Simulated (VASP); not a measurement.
OSZICAR of a VASP run on TiO₂ (anatase):

**OSZICAR**
```
       N       E                     dE             d eps       ncg     rms          rms(c)
DAV:   1     0.706751448657E+03    0.70675E+03   -0.25064E+04  3304   0.202E+03
DAV:   2     0.588896109884E+02   -0.64786E+03   -0.62743E+03  3664   0.584E+02
DAV:   3    -0.527870896145E+02   -0.11168E+03   -0.10879E+03  5072   0.218E+02
DAV:   4    -0.581587724604E+02   -0.53717E+01   -0.53665E+01  4564   0.497E+01
DAV:   5    -0.583750736932E+02   -0.21630E+00   -0.21626E+00  4568   0.824E+00    0.355E+01
DAV:   6    -0.424033993882E+02    0.15972E+02   -0.10821E+02  4176   0.106E+02    0.122E+01
DAV:   7    -0.422188937389E+02    0.18451E+00   -0.13418E+01  4400   0.300E+01    0.892E+00
DAV:   8    -0.422850568727E+02   -0.66163E-01   -0.24189E+00  4116   0.158E+01    0.305E+00
DAV:   9    -0.422097105594E+02    0.75346E-01   -0.82930E-01  4420   0.893E+00    0.103E+00
DAV:  10    -0.422180887947E+02   -0.83782E-02   -0.88684E-02  3856   0.234E+00    0.334E-01
DAV:  11    -0.422161659254E+02    0.19229E-02   -0.15006E-02  3852   0.862E-01    0.541E-02
DAV:  12    -0.422163239395E+02   -0.15801E-03   -0.12834E-03  4428   0.364E-01    0.863E-02
DAV:  13    -0.422162806697E+02    0.43270E-04   -0.30201E-04  4500   0.155E-01    0.146E-02
DAV:  14    -0.422162841338E+02   -0.34641E-05   -0.20202E-05  4904   0.380E-02    0.743E-03
DAV:  15    -0.422162839946E+02    0.13915E-06   -0.35389E-06  4408   0.204E-02    0.214E-03
DAV:  16    -0.422162840408E+02   -0.46192E-07   -0.28341E-07  3096   0.625E-03
   1 F= -.42216284E+02 E0= -.42216284E+02  d E =-.422163E+02
       N       E                     dE             d eps       ncg     rms          rms(c)
DAV:   1    -0.422231146065E+02   -0.68306E-02   -0.89101E+00  3304   0.191E+01    0.550E-01
DAV:   2    -0.422348916263E+02   -0.11777E-01   -0.16059E-01  3800   0.295E+00    0.411E-01
DAV:   3    -0.422330124555E+02    0.18792E-02   -0.58897E-03  4508   0.675E-01    0.274E-01
DAV:   4    -0.422320435489E+02    0.96891E-03   -0.36097E-03  3776   0.541E-01    0.447E-02
DAV:   5    -0.422320955894E+02   -0.52040E-04   -0.72774E-04  3628   0.224E-01    0.295E-02
DAV:   6    -0.422320995294E+02   -0.39400E-05   -0.36805E-05  4840   0.506E-02    0.164E-02
DAV:   7    -0.422320933169E+02    0.62125E-05   -0.30255E-05  3992   0.508E-02    0.210E-03
DAV:   8    -0.422320936855E+02   -0.36862E-06   -0.37001E-06  3652   0.133E-02    0.284E-03
DAV:   9    -0.422320936086E+02    0.76935E-07   -0.28405E-07  2920   0.440E-03
   2 F= -.42232094E+02 E0= -.42232094E+02  d E =-.158096E-01
       N       E                     dE             d eps       ncg     rms          rms(c)
DAV:   1    -0.422320945083E+02   -0.82276E-06   -0.10606E-03  3412   0.207E-01    0.580E-03
DAV:   2    -0.422320957500E+02   -0.12417E-05   -0.17649E-05  3764   0.312E-02    0.408E-03
DAV:   3    -0.422320955296E+02    0.22041E-06   -0.59535E-07  3600   0.669E-03    0.248E-03
DAV:   4    -0.422320954613E+02    0.68268E-07   -0.35176E-07  3144   0.527E-03
   3 F= -.42232095E+02 E0= -.42232095E+02  d E =-.158114E-01
       N       E                     dE             d eps       ncg     rms          rms(c)
DAV:   1    -0.422646248757E+02   -0.32529E-01   -0.55555E+00  3304   0.206E+01    0.125E+00
DAV:   2    -0.422589007831E+02    0.57241E-02   -0.22345E-01  3768   0.381E+00    0.701E-01
DAV:   3    -0.422487767438E+02    0.10124E-01   -0.22145E-02  3928   0.150E+00    0.156E-01
DAV:   4    -0.422487240638E+02    0.52680E-04   -0.32831E-03  4372   0.504E-01    0.492E-02
DAV:   5    -0.422487223946E+02    0.16692E-05   -0.22472E-04  4320   0.138E-01    0.285E-02
DAV:   6    -0.422487294191E+02   -0.70246E-05   -0.23153E-05  3860   0.534E-02    0.545E-03
DAV:   7    -0.422487304483E+02   -0.10292E-05   -0.33957E-06  4020   0.155E-02    0.304E-03
DAV:   8    -0.422487307121E+02   -0.26383E-06   -0.44806E-07  3136   0.632E-03    0.718E-04
DAV:   9    -0.422487307058E+02    0.63555E-08   -0.44330E-08  2064   0.209E-03
   4 F= -.42248731E+02 E0= -.42248731E+02  d E =-.166352E-01
       N       E                     dE             d eps       ncg     rms          rms(c)
DAV:   1    -0.423502797641E+02   -0.10155E+00   -0.29100E+01  3304   0.473E+01    0.290E+00
DAV:   2    -0.423219805080E+02    0.28299E-01   -0.12241E+00  3800   0.866E+00    0.164E+00
DAV:   3    -0.422704168864E+02    0.51564E-01   -0.12862E-01  4020   0.350E+00    0.602E-01
DAV:   4    -0.422656061955E+02    0.48107E-02   -0.27408E-02  4428   0.155E+00    0.110E-01
DAV:   5    -0.422657373450E+02   -0.13115E-03   -0.18697E-03  4012   0.397E-01    0.635E-02
DAV:   6    -0.422657755583E+02   -0.38213E-04   -0.13155E-04  4360   0.104E-01    0.143E-02
DAV:   7    -0.422657818702E+02   -0.63119E-05   -0.14669E-05  4444   0.303E-02    0.681E-03
DAV:   8    -0.422657833052E+02   -0.14350E-05   -0.23327E-06  3740   0.128E-02    0.145E-03
DAV:   9    -0.422657833036E+02    0.16262E-08   -0.11823E-07  2208   0.289E-03
   5 F= -.42265783E+02 E0= -.42265783E+02  d E =-.336878E-01
       N       E                     dE             d eps       ncg     rms          rms(c)
DAV:   1    -0.422658904690E+02   -0.10716E-03   -0.29947E-02  3336   0.152E+00    0.928E-02
DAV:   2    -0.422658538120E+02    0.36657E-04   -0.12182E-03  3792   0.284E-01    0.522E-02
DAV:   3    -0.422657962518E+02    0.57560E-04   -0.11925E-04  3904   0.111E-01    0.101E-02
DAV:   4    -0.422657965092E+02   -0.25741E-06   -0.15834E-05  4168   0.347E-02    0.332E-03
DAV:   5    -0.422657965604E+02   -0.51168E-07   -0.91098E-07  3956   0.874E-03
   6 F= -.42265797E+02 E0= -.42265797E+02  d E =-.337011E-01
       N       E                     dE             d eps       ncg     rms          rms(c)
DAV:   1    -0.422654711736E+02    0.32534E-03   -0.23615E-01  3304   0.302E+00    0.781E-02
DAV:   2    -0.422658211493E+02   -0.34998E-03   -0.40841E-03  3776   0.454E-01    0.587E-02
DAV:   3    -0.422657959642E+02    0.25185E-04   -0.14622E-04  4584   0.882E-02    0.422E-02
DAV:   4    -0.422657784733E+02    0.17491E-04   -0.84405E-05  3752   0.767E-02    0.614E-03
DAV:   5    -0.422657792692E+02   -0.79588E-06   -0.16662E-05  3600   0.312E-02    0.460E-03
DAV:   6    -0.422657792545E+02    0.14642E-07   -0.76806E-07  3664   0.608E-03
   7 F= -.42265779E+02 E0= -.42265779E+02  d E =0.173058E-04
       N       E                     dE             d eps       ncg     rms          rms(c)
DAV:   1    -0.422657910350E+02   -0.11766E-04   -0.64807E-02  3304   0.158E+00    0.402E-02
DAV:   2    -0.422658862732E+02   -0.95238E-04   -0.11022E-03  3784   0.236E-01    0.305E-02
DAV:   3    -0.422658794819E+02    0.67914E-05   -0.38623E-05  4572   0.442E-02    0.214E-02
DAV:   4    -0.422658749913E+02    0.44905E-05   -0.22896E-05  3760   0.398E-02    0.334E-03
DAV:   5    -0.422658750846E+02   -0.93267E-07   -0.46133E-06  3596   0.166E-02    0.239E-03
DAV:   6    -0.422658751101E+02   -0.25474E-07   -0.18115E-07  2512   0.325E-03
   8 F= -.42265875E+02 E0= -.42265875E+02  d E =-.785497E-04
```

Q: Which electronic solver shows in the log?

A: It is blocked Davidson (ALGO = Normal, or the opening steps of other solvers). The INCAR had ALGO = Normal.

Q: Can the final energy be trusted as converged?

A: Self-consistency was reached. It stopped with EDIFF = 1E-7, NELM = 100, NSW = 30 and EDIFFG = -0.01 after 8 ionic steps (vdW-DF-cx, plane waves, VASP's PBE PAW potentials (set 64)).

The compound is TiO2 in the anatase structure, one of several forms; rutile is the usual stable one. This cell is one point of a volume scan, at 0.94 of the reference volume. Symmetry was kept, so distortions that lower it aren't found.
